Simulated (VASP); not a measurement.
# CaI2 (P-3m1) in VASP: single point with LDA

Aim: the single point of CaI2 with LDA.

Program: VASP 6.6.1. These are calculated values, not measurements. Logs are shortened: lines on timing, memory, paths and dates and some standing lists are left out, and cuts for length are marked.

**1. Starting point**

Symmetry: P-3m1, No. 164, trigonal system. Conventional cell: a = 4.414 Å, b = 4.414 Å, c = 7.591 Å, α = 90.00°, β = 90.00°, γ = 120.00°. Around Ca (site symmetry -3m) lie 6 I at 3.09 Å. Around I (site symmetry 3m) lie 3 Ca at 3.09 Å.

The cell comes from a database or a generator and needn't be the stable form of this composition.

**2. Single point, LDA**

File INCAR:

```
PREC = Accurate
ENCUT = 520
EDIFF = 1E-6
ISMEAR = -1
SIGMA = 0.03
LREAL = False
LASPH = True
NELM = 100
ALGO = Normal
ISIF = 2
LWAVE = False
LCHARG = False
NBANDS = 19
```

File KPOINTS:

```
regular mesh
0
Gamma
  7 7 4
```

File POSCAR:

```
CaI2
1.0
    4.4137073332      0.0000000000      0.0000000000
   -2.2068536666      3.8223826754      0.0000000000
    0.0000000000      0.0000000000      7.5912971072
Ca I
1 2
Direct
    0.0000000000      0.0000000000      0.0000000000
    0.3333333333      0.6666666667      0.2292522738
    0.6666666667      0.3333333333      0.7707477262
```

Potentials or basis: VASP PAW LDA potentials, release 64 (Ca_sv, I).

Started as:

```
cat potpaw_LDA.64/Ca_sv/POTCAR potpaw_LDA.64/I/POTCAR > POTCAR
mpirun -np 1 vasp_std > vasp.out
```

OUTCAR:

```text
PREC = Accurate
   ENCUT = 520
   EDIFF = 1E-6
   ISMEAR = -1
   LREAL = False
   LASPH = True
   NELM = 100
   ISIF = 2

 ion  position               nearest neighbor table
   1  0.000  0.000  0.000-   2 3.09   3 3.09   2 3.09   3 3.09   3 3.09   2 3.09
   2  0.333  0.667  0.229-   1 3.09   1 3.09   1 3.09
   3  0.667  0.333  0.771-   1 3.09   1 3.09   1 3.09

  LATTYP: Found a hexagonal cell.
 ALAT       =     4.4137073332
 C/A-ratio  =     1.7199366732

  Lattice vectors:

 A1 = (   4.4137073332,   0.0000000000,   0.0000000000)
 A2 = (  -2.2068536666,   3.8223826754,   0.0000000000)
 A3 = (   0.0000000000,   0.0000000000,   7.5912971072)

Analysis of symmetry for initial positions (statically):
=====================================================================
 Subroutine PRICEL returns:
 Original cell was already a primitive cell.

 Routine SETGRP: Setting up the symmetry group for a
 hexagonal supercell.

 Subroutine GETGRP returns: Found 12 space group operations
 (whereof 12 operations were pure point group operations)
 out of a pool of 24 trial point group operations.

The static configuration has the point symmetry D_3d.

Analysis of symmetry for dynamics (positions and initial velocities):
=====================================================================
 Subroutine PRICEL returns:
 Original cell was already a primitive cell.

 Routine SETGRP: Setting up the symmetry group for a
 hexagonal supercell.

 Subroutine GETGRP returns: Found 12 space group operations
 (whereof 12 operations were pure point group operations)
 out of a pool of 24 trial point group operations.

The dynamic configuration has the point symmetry D_3d.

 Subroutine INISYM returns: Found 12 space group operations
 (whereof 12 operations are pure point group operations),
 and found     1 'primitive' translations

----------------------------------------------------------------------------------------

                                     Primitive cell

  volume of cell :     128.0719

  direct lattice vectors                    reciprocal lattice vectors
     4.413707333  0.000000000  0.000000000     0.226566903  0.130808462  0.000000000
    -2.206853667  3.822382675  0.000000000     0.000000000  0.261616925  0.000000000
     0.000000000  0.000000000  7.591297107     0.000000000  0.000000000  0.131729793

  length of vectors
     4.413707333  4.413707333  7.591297107     0.261616925  0.261616925  0.131729793

  position of ions in fractional coordinates (direct lattice)
     0.000000000  0.000000000  0.000000000
     0.333333333  0.666666667  0.229252274
     0.666666667  0.333333333  0.770747726

  ion indices of the primitive-cell ions
   primitive index   ion index
                 1           1
                 2           2
                 3           3

----------------------------------------------------------------------------------------

 KPOINTS: regular mesh

Automatic generation of k-mesh.
 Grid dimensions read from file:
 generate k-points for:    7    7    4

 Generating k-lattice:

  Cartesian coordinates                     Fractional coordinates (reciprocal lattice)
     0.032366700  0.018686923  0.000000000     0.142857143  0.000000000  0.000000000
     0.000000000  0.037373846  0.000000000     0.000000000  0.142857143  0.000000000
     0.000000000  0.000000000  0.032932448     0.000000000  0.000000000  0.250000000

  Length of vectors
     0.037373846  0.037373846  0.032932448

  Shift w.r.t. Gamma in fractional coordinates (k-lattice)
     0.000000000  0.000000000  0.000000000

 Subroutine IBZKPT returns following result:
 ===========================================

 Found     28 irreducible k-points:

 Following reciprocal coordinates:
            Coordinates               Weight
  0.000000  0.000000  0.000000      1.000000
  0.142857  0.000000  0.000000      6.000000
  0.285714  0.000000  0.000000      6.000000
  0.428571 -0.000000  0.000000      6.000000
  0.142857  0.142857  0.000000      6.000000
  0.285714  0.142857  0.000000     12.000000
[... 16 lines left out ...]
  0.285714  0.000000  0.500000      6.000000
  0.428571 -0.000000  0.500000      6.000000
 [... further k-points ...]
   k-points           NKPTS =     28   k-points in BZ     NKDIM =     28   number of bands    NBANDS=     19
   number of dos      NEDOS =    301   number of ions     NIONS =      3
   total plane-waves  NPLWV =  72576
   dimension x,y,z NGX =    36 NGY =   36 NGZ =   56
   dimension x,y,z NGXF=    72 NGYF=   72 NGZF=  112
   ions per type =               1   2
   NGX,Y,Z   is equivalent  to a cutoff of  13.56, 13.56, 12.26 a.u.
   NGXF,Y,Z  is equivalent  to a cutoff of  27.12, 27.12, 24.53 a.u.
 SYSTEM =  unknown system
   PREC   = accura    normal or accurate (medium, high low for compatibility)
   ISTART =      0    job   : 0-new  1-cont  2-samecut
   ICHARG =      2    charge: 1-file 2-atom 10-const
   ISPIN  =      1    spin polarized calculation?
   LNONCOLLINEAR =      F non collinear calculations
   LSORBIT =      F    spin-orbit coupling
   LASPH  =      T    aspherical Exc in radial PAW
   ENCUT  =  520.0 eV  38.22 Ry    6.18 a.u.   8.21  8.21 14.11*2*pi/ulx,y,z
   NELM   =    100;   NELMIN=  2; NELMDL= -5     # of ELM steps
   EDIFF  = 0.1E-05   stopping-criterion for ELM
   LREAL  =      F    real-space projection
   EDIFFG = 0.1E-04   stopping-criterion for IOM
   NSW    =      0    number of steps for IOM
   IBRION =     -1    ionic relax: 0-MD 1-quasi-New 2-CG
   NFREE  =      0    steps in history (QN), initial steepest desc. (CG)
   ISIF   =      2    stress and relaxation
   ISYM   =      2    0-nonsym 1-usesym 2-fastsym
   POTIM  = 0.5000    time-step for ionic-motion
   TEBEG  =    0.0;   TEEND  =   0.0 temperature during run
   PSTRESS=    0.0 pullay stress
   NELECT =      24.0000    total number of electrons
   NUPDOWN=      -1.0000    fix difference up-down
   EMIN   =  10.00;   EMAX   =-10.00  energy-range for DOS
   EFERMI =   0.00;   METHOD = LEGACY
   ISMEAR =    -1;   SIGMA  =   0.03  broadening in eV -4-tet -1-fermi 0-gaus
   EFERMI_NEDOS =   21; number of points for ismear=-14 and -15
   IALGO  =     38    algorithm
   IMIX   =      4    mixing-type and parameters
     AMIX     =   0.40;   BMIX     =  1.00
     AMIX_MAG =   1.60;   BMIX_MAG =  1.00
  volume/ion in A,a.u.               =      42.69       288.09
  Fermi-wavevector in a.u.,A,eV,Ry     =   0.936830  1.770352 11.941153  0.877650
  Thomas-Fermi vector in A             =   2.063879
   LORBIT       =      0    0 simple, 1 ext, 2 COOP (PROOUT), +10 PAW based schemes
   GGA     = CA    functional components
   LHFCALC =     F    Hartree Fock is set to
   AEXX    =    0.0000 exact exchange contribution
   IVDW    =     0    specifies the selected vdW correction
   LEPSILON=     F    determine dielectric tensor
   LRPA    =     F    only Hartree local field effects (RPA)
 non-spin polarized calculation
  energy-cutoff  :      520.00
  volume of cell :      128.07
 maximum number of plane-waves:      3467
 NGX is ok and might be reduce to    36
   NGX = 17   NGY = 17   NGZ = 29

 number of electron      23.9999999 magnetization

 Free energy of the ion-electron system (eV)
  ---------------------------------------------------
  ext. energy  EPLUGINS =         0.00000000
  ---------------------------------------------------
  free energy    TOTEN  =       -11.11427957 eV

  energy without entropy =      -11.11427957  energy(sigma->0) =      -11.11427957

 E-fermi :   1.4466     XC(G=0):  -7.9234

 val. band max:        0.6754282351   @ k =   0.0000   0.0000   0.0000
 cond. band min:       4.3042711776   @ k =   0.4286  -0.0000   0.2500
 fundamental gap:      3.6288429426
 Fermi energy:         1.4465928886

 k-point     1 :       0.0000    0.0000    0.0000
  band No.  band energies     occupation
      1     -38.3377      2.00000
      2     -19.6819      2.00000
      3     -19.6463      2.00000
      4     -19.6463      2.00000
      5     -10.7041      2.00000
      6     -10.2725      2.00000
[... 11 lines left out ...]
     18       6.4253      0.00000
     19       6.4253      0.00000

 k-point     2 :       0.1429    0.0000    0.0000
  band No.  band energies     occupation
      1     -38.3372      2.00000
      2     -19.6788      2.00000
      3     -19.6567      2.00000
      4     -19.6483      2.00000
      5     -10.6313      2.00000
      6     -10.2603      2.00000
[... 11 lines left out ...]
     18       6.4403      0.00000
     19       7.0769      0.00000

 k-point     3 :       0.2857    0.0000    0.0000
  band No.  band energies     occupation
      1     -38.3362      2.00000
      2     -19.6808      2.00000
      3     -19.6708      2.00000
      4     -19.6528      2.00000
      5     -10.4579      2.00000
      6     -10.2350      2.00000
[... 11 lines left out ...]
     18       6.9683      0.00000
     19       7.3506      0.00000

 k-point     4 :       0.4286   -0.0000    0.0000
  band No.  band energies     occupation
      1     -38.3353      2.00000
      2     -19.6990      2.00000
      3     -19.6654      2.00000
      4     -19.6564      2.00000
      5     -10.2963      2.00000
      6     -10.2284      2.00000
[... 11 lines left out ...]
     18       6.9909      0.00000
     19       7.1905      0.00000

 k-point     5 :       0.1429    0.1429    0.0000
  band No.  band energies     occupation
      1     -38.3365      2.00000
      2     -19.6738      2.00000
      3     -19.6720      2.00000
      4     -19.6529      2.00000
      5     -10.5081      2.00000
      6     -10.2412      2.00000
[... 11 lines left out ...]
     18       6.9668      0.00000
     19       7.9811      0.00000

 k-point     6 :       0.2857    0.1429    0.0000
  band No.  band energies     occupation
      1     -38.3355      2.00000
      2     -19.6899      2.00000
      3     -19.6675      2.00000
      4     -19.6598      2.00000
      5     -10.3416      2.00000
      6     -10.2216      2.00000
[... 11 lines left out ...]
     18       7.2690      0.00000
     19       7.6038      0.00000

 k-point     7 :       0.4286    0.1429    0.0000
  band No.  band energies     occupation
      1     -38.3351      2.00000
      2     -19.6977      2.00000
      3     -19.6640      2.00000
      4     -19.6637      2.00000
      5     -10.2415      2.00000
      6     -10.2354      2.00000
[... 11 lines left out ...]
     18       7.3370      0.00000
     19       7.4709      0.00000

 k-point     8 :       0.2857    0.2857    0.0000
  band No.  band energies     occupation
      1     -38.3350      2.00000
      2     -19.6894      2.00000
      3     -19.6746      2.00000
      4     -19.6634      2.00000
      5     -10.2421      2.00000
      6     -10.2137      2.00000
[... 256 lines left out ...]
 k-point    20 :       0.2857    0.2857    0.2500
  band No.  band energies     occupation
      1     -38.3350      2.00000
      2     -19.6894      2.00000
      3     -19.6746      2.00000
      4     -19.6634      2.00000
      5     -10.2381      2.00000
      6     -10.2175      2.00000
[... 11 lines left out ...]
     18       7.4811      0.00000
     19       7.7585      0.00000

 k-point    21 :       0.0000    0.0000    0.5000
  band No.  band energies     occupation
      1     -38.3377      2.00000
      2     -19.6820      2.00000
      3     -19.6462      2.00000
      4     -19.6462      2.00000
      5     -10.6531      2.00000
      6     -10.3336      2.00000
[... 11 lines left out ...]
     18       6.5336      0.00000
     19       6.5655      0.00000

 k-point    22 :       0.1429    0.0000    0.5000
  band No.  band energies     occupation
      1     -38.3372      2.00000
      2     -19.6788      2.00000
      3     -19.6567      2.00000
      4     -19.6483      2.00000
      5     -10.5836      2.00000
      6     -10.3158      2.00000
[... 11 lines left out ...]
     18       6.7839      0.00000
     19       7.1297      0.00000

 k-point    23 :       0.2857    0.0000    0.5000
  band No.  band energies     occupation
      1     -38.3362      2.00000
      2     -19.6808      2.00000
      3     -19.6708      2.00000
      4     -19.6528      2.00000
      5     -10.4217      2.00000
      6     -10.2742      2.00000
[... 11 lines left out ...]
     18       6.9311      0.00000
     19       7.1204      0.00000

 k-point    24 :       0.4286   -0.0000    0.5000
  band No.  band energies     occupation
      1     -38.3353      2.00000
      2     -19.6990      2.00000
      3     -19.6654      2.00000
      4     -19.6564      2.00000
      5     -10.2915      2.00000
      6     -10.2328      2.00000
[... 11 lines left out ...]
     18       6.7232      0.00000
     19       7.0864      0.00000

 [... further k-points ...]

------------------------ aborting loop because EDIFF is reached ----------------------------------------

  FORCE on cell =-STRESS in cart. coord.  units (eV):
  Direction    XX          YY          ZZ          XY          YZ          ZX
  --------------------------------------------------------------------------------------
  -------------------------------------------------------------------------------------
  Total       -0.5047877     -0.5047877     -0.5249711      0.0000000      0.0000000      0.0000000
  in kB       -6.3148881     -6.3148881     -6.5673827      0.0000000      0.0000000      0.0000000
  external PRESSURE =      -6.3990530 kB  Pullay stress =       0.0000000 kB

 VOLUME and BASIS-vectors are now :
 -----------------------------------------------------------------------------
  energy-cutoff  :      520.00
  volume of cell :      128.07
      direct lattice vectors                 reciprocal lattice vectors
     4.413707333  0.000000000  0.000000000     0.226566903  0.130808462  0.000000000
    -2.206853667  3.822382675  0.000000000     0.000000000  0.261616925  0.000000000
     0.000000000  0.000000000  7.591297107     0.000000000  0.000000000  0.131729793

 POSITION                                       TOTAL-FORCE (eV/Angst)
 -----------------------------------------------------------------------------------
      0.00000      0.00000      0.00000        -0.000000      0.000000      0.000000
     -0.00000      2.54826      1.74032        -0.000000      0.000000      0.011495
      2.20685      1.27413      5.85097         0.000000      0.000000     -0.011495
 -----------------------------------------------------------------------------------
    total drift:                                0.000000      0.000000     -0.000000

  FREE ENERGIE OF THE ION-ELECTRON SYSTEM (eV)
  ---------------------------------------------------
  free  energy   TOTEN  =       -11.1142795744 eV

  energy  without entropy=      -11.1142795744  energy(sigma->0) =      -11.11427957
```

Run time: 67 s. Hardware: 1 thread of Intel Xeon Platinum 8488C (Sapphire Rapids), shared host; peak memory 0.24 GiB.

What came out:

- Free energy: -11.1143 eV
- Pressure: -0.6 GPa
- Largest force: 0.011 eV/Å
- Band gap on the k mesh: 3.63 eV, indirect (least direct gap 4.19 eV)

Forces on the atoms (eV/Å):
```
Ca   0.000  0.000  0.000
I    0.000  0.000  0.011
I    0.000  0.000 -0.011
```

Levels at points of the mesh, in eV from the valence-band top:
```
           k point  band 10  band 11  band 12  band 13  band 14  band 15
(0.00, 0.00, 0.00)    -0.08     0.00     0.00     4.24     4.49     4.49
(0.00, 0.00, 0.50)    -0.74    -0.04    -0.04     4.39     4.47     4.47
```

Caveat: spin-orbit coupling is left out, which moves the levels of the heavy elements; an odd mesh through Γ misses points on the zone boundary, where band edges often lie.
